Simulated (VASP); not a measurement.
Consider the following.

```
CELL_PARAMETERS angstrom
      0.00000     3.07639     3.07639
      3.07639     0.00000     3.07639
      3.07639     3.07639     0.00000
ATOMIC_POSITIONS crystal
  Pb 0.00000 0.00000 0.00000
  Se 0.50000 0.50000 0.50000
```

Calculation: HSEsol screened hybrid, VASP's PBE PAW potentials (set 64) (plane waves; VASP 6.6.1). Run with 520 eV cut-off, 6×6×6 Γ-centred mesh, Gaussian smearing of 0.050 eV, potentials Pb_d Se.

Give the stress tensor in GPa (positive for a compressed cell).

```
-1.54   0.00   0.00
 0.00  -1.54   0.00
 0.00   0.00  -1.54
```
The pressure is its mean diagonal, -1.54 GPa.

The compound is PbSe in the rock salt structure. This cell is one point of a volume scan, at 0.97 of the reference volume. The cell's shape comes from a PBE relaxation.
